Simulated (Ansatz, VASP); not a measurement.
**SiSeS (1T-SiSSe monolayer) in two plane-wave programs**

One calculation is typed for both programs; each brings its own data sets. How far apart do they land? Of the first pair: The structure shown is the start of the Ansatz relaxation below; VASP solves that cell, so the two are compared at the walk's first step.

Method: plane waves, with VASP 6.6.1 beside it; single point at PBE with D3(BJ), in Ansatz 0.2.0.

## Step 1: The structure

The cell holds 3 atoms: 1 Se, 1 Si and 1 S. Its edges and angles: a = 3.405 Å, b = 3.405 Å, c = 34.824 Å, α = 90.0°, β = 90.0°, γ = 120.0°. Vacuum lies along c.

## Step 2: Ansatz: relaxation, PBE with D3(BJ)

Ansatz runs on its default PAW (the set named soft_2) files.

The two programs are compared at the cell with which this relaxation starts, whose forces are those of its first step.

input.yaml reads:

```yaml
crystal:
  lattice:
    - [3.405, 0.0, 0.0]
    - [-1.7025, 2.9488164999, 0.0]
    - [0.0, 0.0, 34.8236433981]
  atoms:
    - { symbol: Se, position: [0.6666666667, 0.3333333333, 0.4723802105] }
    - { symbol: Si, position: [0.0, 0.0, 0.5019353089] }
    - { symbol: S, position: [0.3333333333, 0.6666666667, 0.5276197895] }
  periodic: [true, true, false]
kpoints:
  mp_grid: { grid: [12, 12, 1] }
hamiltonian:
  xc: pbe
  dispersion: d3bj
scf:
  occupations: { method: fermi_dirac, width: 0.05 }
  convergence: { dr2_threshold: 1.0e-09 }
relax:
  f_tol: 0.004
  max_steps: 90
  cell: {}
output:
  write_potential: true
  write_density: true
  volumetric_format: npy
```

Command:

```
ansatz run input.yaml --threads 2 --pin off --max-ram 3072MiB --backend cpu --events-out ev --progress --plain --runs-dir out
```

Numbers of over 12 decimals in the logs are rounded to 6 here.

What it wrote:

```text
Warning: relax.cell: scf.convergence.dr2_threshold = 1e-9 eV is looser than the 2.11010125811e-10 eV advised for a relaxation that steers and ends on the stress (1e-10 eV for each atom of the cell: 3, times the square of relax.cell.stress_2d_tol = 0.05 N/m over 11.9 Å (the atoms' height at the walk's start and 5 Å past either face), 4.193e-2 GPa, over a crystal's default 0.05). What an SCF threshold leaves in a stress goes as its square root, and in the free energy as the threshold itself, and one threshold admits the most on a small cell: [figures from the program's tests cut] Set scf.convergence.dr2_threshold to 2.11010125811e-10 eV or tighter. [rest of the remark cut]
Engine: ansatz 0.2.0, x86_64-unknown-linux-gnu
Pseudopotentials: kind: paw
Pseudopotential: Se, paw, valence charge 16, recommended cutoff 420 eV (normal), Se.paw.azcp
Pseudopotential: Si, paw, valence charge 4, recommended cutoff 420 eV (normal), Si.paw.azcp
Pseudopotential: S, paw, valence charge 6, recommended cutoff 420 eV (normal), S.paw.azcp
Functional definition: PBE
  parameter kappa = 0.804
  parameter beta = 0.066725
  exchange = pbe_x(kappa = kappa, mu = beta*pi^2/3)
  correlation = pbe_c(beta = beta)
Crystal: 3 atoms, lattice volume = 349.654 Å³
Basis set: ecut = 420 eV, 6861 PW (Γ), exchange–correlation on 48×48×480 points (8 copies of the dense FFT grid, shifted against one another)
Bands: 17, of which v1, the nominal top of the filled ones, is band 13 counted from 1 (12 counted from 0)
Symmetry: 6 space group operations
Space group: P3m1 (ITA 156), of the structure as read, at distance tolerance 7.0e-5 Å
k-points: 19 of 144 (time reversal used)
Non-local potential: Se, projectors of the file, l = 0: 2, l = 1: 2, l = 2: 3, l = 3: 1
Non-local potential: Si, projectors of the file, l = 0: 2, l = 1: 2, l = 2: 2
Non-local potential: S, projectors of the file, l = 0: 2, l = 1: 2, l = 2: 2
PAW form: soft (Blöchl's): semilocal exchange-correlation on the pseudo side does not see the compensation charge
PAW one-centre angular grid: Se, 590 points (default); XC on 64 Gauss nodes
PAW one-centre angular grid: Si, 110 points (default); XC on 64 Gauss nodes
PAW one-centre angular grid: S, 110 points (default); XC on 64 Gauss nodes
Initial density: superposition of atomic densities (neutral atoms: chi_scale 0, normalization atom), corrected by the library's trained network
Initial wavefunctions: pseudopotential atomic-orbital guess
Functional: x = pbe(κ = 0.804, μ = 0.219515), c = pbe(β = 0.066725)
SCF iter   1: F=—  HF=-7006.515256 eV  |F-HF|=—  |Δ(HF+E_count)|=         —  Δρ=2.03e-3  dr2=3.93e-2  ethr=1.77e-3  ⟨swp⟩=13.8  Hψ=3137  notcnv=0
preconditioner: auto → Resta (q_TF=auto, 1.769 Å⁻¹)  ε∞=1.5  [insulator: Δε(μ)=1.446 eV  Ē_g=11.540 eV  σ=0.050 eV  W_gap=1.00  n_scr=18 (ndim 8)  ℏωp=7.9 eV  f_vac=0.824  D(μ)=0.00/eV (n_scr^D=0)  ε∞_Penn≈1.5  vacuum switching on, ρ_ref=9.7e-3 e/Å³]
SCF iter   2: F=—  HF=-7006.515654 eV  |F-HF|=—  |Δ(HF+E_count)|=   3.98e-4  Δρ=1.40e-3  dr2=4.92e-2  ethr=1.51e-4  ⟨swp⟩=5.2  Hψ=936  notcnv=0
SCF iter   3: F=—  HF=-7006.509037 eV  |F-HF|=—  |Δ(HF+E_count)|=   6.62e-3  Δρ=6.13e-4  dr2=2.59e-3  ethr=1.51e-4  ⟨swp⟩=3.9  Hψ=568  notcnv=0
SCF iter   4: F=—  HF=-7006.509732 eV  |F-HF|=—  |Δ(HF+E_count)|=   6.95e-4  Δρ=1.93e-4  dr2=2.04e-4  ethr=9.96e-6  ⟨swp⟩=3.4  Hψ=665  notcnv=0
SCF iter   5: F=—  HF=-7006.509856 eV  |F-HF|=—  |Δ(HF+E_count)|=   1.23e-4  Δρ=7.09e-5  dr2=1.48e-5  ethr=7.83e-7  ⟨swp⟩=3.2  Hψ=675  notcnv=0
SCF iter   6: F=—  HF=-7006.509811 eV  |F-HF|=—  |Δ(HF+E_count)|=   4.45e-5  Δρ=2.32e-5  dr2=5.67e-6  ethr=5.68e-8  ⟨swp⟩=3.7  Hψ=773  notcnv=0
SCF iter   7: F=—  HF=-7006.509811 eV  |F-HF|=—  |Δ(HF+E_count)|=   4.12e-7  Δρ=7.82e-6  dr2=5.91e-7  ethr=2.18e-8  ⟨swp⟩=3.4  Hψ=630  notcnv=0
SCF iter   8: F=—  HF=-7006.509793 eV  |F-HF|=—  |Δ(HF+E_count)|=   1.82e-5  Δρ=1.57e-6  dr2=1.22e-8  ethr=2.27e-9  ⟨swp⟩=3.6  Hψ=672  notcnv=0
SCF iter   9: F=-7006.509793 eV  HF=-7006.509793 eV  |F-HF|=8.62e-10  |Δ(HF+E_count)|=  1.20e-10  Δρ=3.17e-7  dr2=4.38e-10  ethr=3.85e-12  ⟨swp⟩=11.5  Hψ=3046  notcnv=0
SCF 1 converged in 9 iterations: F = -7006.509793 eV  dr2 = 4.38e-10
  greatest PAW one-centre occupation: 1.000 electrons in one spin orbital (limit 2), on the Se atom at site 0 (counted from 0), in its partial waves of l = 2
[...]
SCF iter   4: F=—  HF=-7008.986588 eV  |F-HF|=—  |Δ(HF+E_count)|=   1.58e-5  Δρ=3.96e-6  dr2=7.53e-8  ethr=3.24e-9  ⟨swp⟩=3.6  Hψ=648  notcnv=0
SCF iter   5: F=—  HF=-7008.986588 eV  |F-HF|=—  |Δ(HF+E_count)|=   6.71e-9  Δρ=1.52e-6  dr2=6.08e-9  ethr=2.90e-10  ⟨swp⟩=3.1  Hψ=537  notcnv=0
SCF iter   6: F=-7008.986588 eV  HF=-7008.986588 eV  |F-HF|=3.39e-10  |Δ(HF+E_count)|=   2.12e-9  Δρ=3.22e-7  dr2=7.02e-10  ethr=3.85e-12  ⟨swp⟩=12.0  Hψ=2442  notcnv=0
SCF 6 converged in 6 iterations: F = -7008.986588 eV  dr2 = 7.02e-10
relax step   6: F+E_penalty+E_count = -7008.98658755 eV  Δ(F+E_penalty+E_count) = -1.930e-5 eV  max|allowed force component| = 1.239e-2 eV/Å  Δτ_max = 0.0006 Å  P = +0.021 N/m  Ω = 343.369 Å³  energy of the carried Pulay correction = +1.210e-4 eV  fix = [c, alpha, beta]  reactions: c +0.000 N/m  (6 SCF iters, accepted)
[...]
relax step   7: F+E_penalty+E_count = -7008.98659081 eV  Δ(F+E_penalty+E_count) = -3.260e-6 eV  max|allowed force component| = 5.075e-3 eV/Å  Δτ_max = 0.0005 Å  P = -0.001 N/m  Ω = 343.460 Å³  energy of the carried Pulay correction = +1.192e-4 eV  fix = [c, alpha, beta]  reactions: c -0.000 N/m  (6 SCF iters, accepted)
[...]
relax step   8: F+E_penalty+E_count = -7008.98659147 eV  Δ(F+E_penalty+E_count) = -6.627e-7 eV  max|allowed force component| = 5.551e-6 eV/Å  Δτ_max = 0.0002 Å  P = +0.000 N/m  Ω = 343.461 Å³  energy of the carried Pulay correction = +1.192e-4 eV  fix = [c, alpha, beta]  reactions: c +0.000 N/m  (5 SCF iters, accepted)
[...]
relax step   9: F+E_penalty+E_count = -7008.98651222 eV  Δ(F+E_penalty+E_count) = +7.925e-5 eV  max|allowed force component| = 2.047e-5 eV/Å  Δτ_max = 0.0000 Å  P = -0.004 N/m  Ω = 343.461 Å³  fix = [c, alpha, beta]  reactions: c -0.000 N/m  stress off target by 3.87e-3 N/m on what of the cell is left free  SCF on the basis re-selected at this cell (its energy is not comparable with the rows above)  (5 SCF iters)
basis re-selected at this cell: Δ(F+E_penalty+E_count) = +7.925e-5 eV, ΔP = -0.004 N/m vs the last step (what re-selecting the basis moved, of the pressure what is left beyond the Pulay correction that the steps carried, after the strain that the cell walked since its last selection, with what the two solves' SCF thresholds leave and, on support functions, any second-order correction that the steps lacked; it is no m [...]
SCF converged after 5 iterations
Free energy (F): -7008.986512 eV
Harris-Foulkes:  -7008.986512 eV  (|F-HF|=4.37e-10)
Internal energy: -7008.986417 eV  (E = F + TS)
E sigma→0 (E₀):  -7008.986465 eV
Entropy (-TS):   -0.000095 eV (-0.032 meV/atom)
Fermi energy:    -5.382200 eV
--- Per-component energies (eV) ---
  E_band       = -712.591565
  E_kinetic    = 270.099913
  E_local      = -47686.200254  (includes V_loc(G=0)·N_el)
  E_nonlocal   = -543.908714
  E_hartree    = 23634.883282
  E_xc         = -258.012665
  E_vxc        = -234.506010  (∫ρ·V_xc dr)
  E_paw        = -3023.829824  (= ΣΔE_a)
  E_vpaw       = 212.156613  (= ΣTr[D̂ρ^β])
  E_aug_tail   = -0.000614  (compensation charges beyond the density's cutoff)
  E_ewald      = 20598.778385
  E_disp       = -0.795926  (pairwise vdW)
  E_smearing   = -0.000095  (= −TS)
  E_closure    = -0.000000  (closes the sum)
  Σ components = -7008.986512   (vs F -7008.986512, Δ=0.00e0)
--- Forces (eV/Å), atoms counted from 1 ---
  atom   1  Se     0.00000000     0.00000000    -0.00002023
  atom   2  Si     0.00000000     0.00000000     0.00001362
  atom   3  S     -0.00000000    -0.00000000     0.00000733
  max |Σ_I F_I| component: 7.22e-7 eV/Å
--- 2D stress c σ (N/m, compression-positive) ---
       -0.003870       0.000000      -0.000000
        0.000000      -0.003870      -0.000000
       -0.000000      -0.000000      -0.000000
  P = ½ c Tr σ = -0.0039 N/m
--- Band table (eV; the first three rows and the last of 19) ---
  k-point 0: bands = [... 9 lower, -6.9775, -6.9775, -5.7567, -5.7567, -2.9861, -1.7669, -1.1778, -1.1778]
  k-point 1: bands = [... 9 lower, -7.3208, -7.2354, -6.3499, -5.7242, -2.5673, -1.5085, -1.0578, -0.9910]
  k-point 2: bands = [... 9 lower, -7.7540, -7.4893, -7.2069, -5.7995, -2.7952, -1.2236, -0.4852, -0.2463]
  k-point 18: bands = [... 9 lower, -10.6963, -10.4027, -7.2929, -7.0801, -3.4438, -0.0738, 0.1066, 1.1464]
  the weakly bound empty levels are not read free of the cell's end (no_gap_told)
--- Relaxed structure (8 steps of the walk, 8 accepted, 1 SCFs on fresh bases) ---
  F+E_penalty+E_count = -7008.98651222 eV   max|allowed force component| = 2.047e-5 eV/Å   (the final SCF, on the basis selected at the relaxed cell)
  cell:  # Å, volume = 343.4610 Å³
    - [3.374709, -2.2420017545078948e-18, 0]
    - [-1.687354, 2.922584, 0]
    - [0, 0, 34.8236433981]
  atoms:
    - { symbol: Se, position: [0.666667, 0.333333, 0.460268] }
    - { symbol: Si, position: [0, 0, 0.502118] }
    - { symbol: S, position: [0.333333, 0.666667, 0.539549] }
```

## Step 3: VASP: single point, PBE with D3(BJ), start cell, pair 1

The same cell, functional, mesh and smearing now go to VASP, with its own data sets.

Lines of VASP's logs that name or quote its potential files are left out, and so is its time.

INCAR reads:

```
SYSTEM = SiSeS
PREC = Accurate
ENCUT = 400
EDIFF = 1E-06
NELM = 120
ISMEAR = -1
SIGMA = 0.05
LREAL = .FALSE.
ALGO = Normal
GGA = PE
IVDW = 12
NBANDS = 14
LORBIT = 11
LWAVE = .FALSE.
LCHARG = .FALSE.
ISIF = 2
LDIPOL = .TRUE.
IDIPOL = 3
DIPOL = 0.5 0.5 0.501
LVHAR = .TRUE.
LASPH = .TRUE.
GGA_COMPAT = .FALSE.
EFERMI = MIDGAP
NELMDL = -8
```

POSCAR reads:

```
SiSeS
1.0
    3.4050000000      0.0000000000      0.0000000000
   -1.7025000000      2.9488160000      0.0000000000
    0.0000000000      0.0000000000     34.8236430000
Se Si S
1 1 1
Direct
    0.6666667232      0.3333334464      0.4723802159
    0.0000000565      0.0000001131      0.5019353087
    0.3333333899      0.6666667797      0.5276197841
```

KPOINTS reads:

```
Automatic mesh
0
Gamma
12 12 1
0 0 0
```

The projector-augmented-wave data sets are Se, Si and S (PBE family, release 64).

Command:

```
mpirun -np 1 vasp_std
```

What it wrote:

```text
[banner, memory and clock lines left out]
running    1 mpi-ranks, on    1 nodes
 distrk:  each k-point on    1 cores,    1 groups
 distr:  one band on    1 cores,    1 groups

 POSCAR found type information on POSCAR SeSiS
 POSCAR found :  3 types and       3 ions
 LDA part: xc-table for (Slater+PW92), standard interpolation
 POSCAR, INCAR and KPOINTS ok, starting setup
 FFT: planning ... GRIDC
 FFT: planning ... GRID_SOFT
 FFT: planning ... GRID
 WAVECAR not read
 entering main loop
       N       E                     dE             d eps       ncg     rms          rms(c)
DAV:   1     0.129992731913E+03    0.12999E+03   -0.41585E+03   556   0.620E+02
DAV:   2     0.234816214347E+01   -0.12764E+03   -0.11814E+03   948   0.130E+02
DAV:   3    -0.117388914012E+02   -0.14087E+02   -0.13855E+02   700   0.614E+01
DAV:   4    -0.121542006437E+02   -0.41531E+00   -0.41179E+00   758   0.123E+01
DAV:   5    -0.121668074564E+02   -0.12607E-01   -0.12595E-01   706   0.220E+00
DAV:   6    -0.121673215049E+02   -0.51405E-03   -0.51400E-03   822   0.434E-01
DAV:   7    -0.121673366471E+02   -0.15142E-04   -0.15141E-04   734   0.634E-02
DAV:   8    -0.121673371700E+02   -0.52286E-06   -0.52297E-06   760   0.117E-02    0.139E+01
DAV:   9    -0.118240167507E+02    0.34332E+00   -0.38578E-01   706   0.399E+00    0.793E+00
DAV:  10    -0.117520737344E+02    0.71943E-01   -0.41757E-01   736   0.379E+00    0.156E+00
DAV:  11    -0.117466792943E+02    0.53944E-02   -0.31333E-02   694   0.126E+00    0.772E-01
DAV:  12    -0.117448535240E+02    0.18258E-02   -0.56811E-03   742   0.472E-01    0.325E-01
DAV:  13    -0.117444479129E+02    0.40561E-03   -0.18288E-03   712   0.274E-01    0.817E-02
DAV:  14    -0.117444680184E+02   -0.20105E-04   -0.17938E-04   774   0.921E-02    0.633E-02
[...]
DAV:  19    -0.117448464858E+02   -0.39780E-04   -0.43164E-06   730   0.933E-03    0.637E-03
DAV:  20    -0.117448827913E+02   -0.36306E-04   -0.11609E-06   590   0.562E-03    0.487E-03
DAV:  21    -0.117448998936E+02   -0.17102E-04   -0.49705E-07   594   0.273E-03    0.226E-03
DAV:  22    -0.117449224005E+02   -0.22507E-04   -0.22562E-07   562   0.164E-03    0.210E-03
DAV:  23    -0.117449407933E+02   -0.18393E-04   -0.74098E-07   582   0.190E-03    0.132E-03
DAV:  24    -0.117449455732E+02   -0.47799E-05   -0.69492E-08   578   0.954E-04    0.194E-03
DAV:  25    -0.117449484080E+02   -0.28347E-05   -0.61204E-08   524   0.732E-04    0.197E-04
DAV:  26    -0.117449490114E+02   -0.60342E-06   -0.14328E-08   596   0.394E-04
   1 F= -.12585659E+02 E0= -.12585659E+02  d E =-.999113E-07
```

OUTCAR, selected parts (step 3):

```text
ion  position               nearest neighbor table
   1  0.667  0.333  0.472-   2 2.22   2 2.22   2 2.22   3 2.75   3 2.75   3 2.75
   2  0.000  0.000  0.502-   3 2.16   3 2.16   3 2.16   1 2.22   1 2.22   1 2.22
   3  0.333  0.667  0.528-   2 2.16   2 2.16   2 2.16   1 2.75   1 2.75   1 2.75

  LATTYP: Found a hexagonal cell.
 ALAT       =     3.4050000000
 C/A-ratio  =    10.2272079295

 Subroutine GETGRP returns: Found  6 space group operations
 (whereof  6 operations were pure point group operations)

The static configuration has the point symmetry C_3v.

 Found     19 irreducible k-points:

   k-points           NKPTS =     19   k-points in BZ     NKDIM =     19   number of bands    NBANDS=     14

   dimension x,y,z NGX =    24 NGY =   24 NGZ =  240
   dimension x,y,z NGXF=    48 NGYF=   48 NGZF=  480

   ENCUT  =  400.0 eV  29.40 Ry    5.42 a.u.   5.55  5.55 56.79*2*pi/ulx,y,z

   NELECT =      16.0000    total number of electrons

 k-points in reciprocal lattice and weights: Automatic mesh
   0.00000000  0.00000000  0.00000000       0.007
   0.08333333  0.00000000  0.00000000       0.042
   0.16666667  0.00000000  0.00000000       0.042
   0.25000000  0.00000000  0.00000000       0.042
   0.33333333  0.00000000  0.00000000       0.042
   0.41666667  0.00000000  0.00000000       0.042
   0.50000000  0.00000000  0.00000000       0.021
   0.08333333  0.08333333  0.00000000       0.042
   0.16666667  0.08333333  0.00000000       0.083
[...]
0.33333333  0.25000000  0.00000000       0.083
   0.33333333  0.33333333  0.00000000       0.014

 dipolmoment           0.000000      0.000000      0.005469 electrons x Angstroem

 average (electrostatic) potential at core
       1 -61.8866       2 -93.7271       3 -95.3641

 E-fermi :  -3.0726

 k-point     1 :       0.0000    0.0000    0.0000
  band No.  band energies     occupation
    ...
      4      -7.1779      2.00000
      5      -7.1779      2.00000
      6      -6.1589      2.00000
      7      -6.1589      2.00000
      8      -4.3166      2.00000
      9      -1.6645      0.00000
     10      -1.0936      0.00000
     11       0.7789      0.00000
     12       0.7790      0.00000
     13       1.2357      0.00000
    ...

 k-point     2 :       0.0833    0.0000    0.0000
  band No.  band energies     occupation
    ...
      4      -8.0943      2.00000
      5      -7.6645      2.00000
      6      -6.3449      2.00000
      7      -5.7067      2.00000
      8      -4.0010      2.00000
      9      -1.2172      0.00000
     10      -0.6094      0.00000
     11       0.3535      0.00000
     12       0.7284      0.00000
     13       1.3953      0.00000
    ...

 k-point     3 :       0.1667    0.0000    0.0000
  band No.  band energies     occupation
    ...
      4      -8.5422      2.00000
      5      -8.3781      2.00000
      6      -6.9084      2.00000
      7      -5.1561      2.00000
      8      -3.8409      2.00000
      9      -1.0039      0.00000
     10      -0.1027      0.00000
     11       0.9089      0.00000
     12       1.1374      0.00000
     13       1.5828      0.00000
    ...

 Edisp (eV)   -0.84071

  Total      11.19234    11.19233    11.22386     0.00000     0.00000     0.00000
  in kB      51.28524    51.28522    51.42970     0.00000     0.00000     0.00000
  external pressure =       51.33 kB  Pullay stress =        0.00 kB

  energy-cutoff  :      400.00
  volume of cell :      349.65
      direct lattice vectors                 reciprocal lattice vectors
     3.405000000  0.000000000  0.000000000     0.293685756  0.169559579  0.000000000
    -1.702500000  2.948816000  0.000000000     0.000000000  0.339119158  0.000000000
     0.000000000  0.000000000 34.823643000     0.000000000  0.000000000  0.028716123

 POSITION                                       TOTAL-FORCE (eV/Angst)
 -----------------------------------------------------------------------------------
      1.70250      0.98294     16.45000         0.000000      0.000000     -6.366676
     -0.00000      0.00000     17.47922         0.000000      0.000000      1.114607
      0.00000      1.96588     18.37364        -0.000000     -0.000000      5.252069
 -----------------------------------------------------------------------------------
    total drift:                               -0.000001     -0.000269      0.000056

  FREE ENERGIE OF THE ION-ELECTRON SYSTEM (eV)
  ---------------------------------------------------
  free  energy   TOTEN  =       -12.5856593758 eV

  energy  without entropy=      -12.5856592759  energy(sigma->0) =      -12.58565933

 vacuum level on the upper side and lower side of the slab         1.846         1.748

 total charge
# of ion       s       p       d       tot
------------------------------------------
    1        1.470   2.573   0.100   4.144
    2        0.688   0.950   0.000   1.638
    3        1.348   2.516   0.000   3.864
--------------------------------------------------
tot          3.506   6.039   0.100   9.646

[... 3 further parts left out ...]
```

## Step 4: Differences

Known differences besides the potentials themselves: Ansatz cuts the interaction across the vacuum, VASP repeats the sheet with a dipole correction; the data sets hold 26 valence electrons in Ansatz (on its default PAW (the set named soft_2) files) and 16 in VASP; the cutoff is 420 eV in Ansatz and 400 eV in VASP. Total energies have different zeros and are not compared.

Forces (eV/Å; atoms numbered as in POSCAR):

```
atom        Ansatz x, y, z          VASP x, y, z
 Se1  0.000, 0.000, -6.333  0.000, 0.000, -6.367
 Si2   0.000, 0.000, 1.073   0.000, 0.000, 1.115
  S3   0.000, 0.000, 5.260   0.000, 0.000, 5.252
```

The forces differ by 18 meV/Å r.m.s., which is 0.7 % of the r.m.s. force of 2.776 eV/Å (both taken over all components). With vacuum in the cell, a pressure given here is an average over mostly empty space and none of the material.

(Part 1 of 2 ends here.)

[Lines on the potential files, build, host, timing and source positions are cut from VASP's logs without a mark.]

[Logs are printed without paths, hosts, clocks, repeated set-up lines and the standing remarks that a program may print on its own settings, such as how far it seeks lower states.]

[Hosts, paths, dates, database ids (printed as entryN), source tags and the programs' standing remarks are cut or masked in the printed files.]
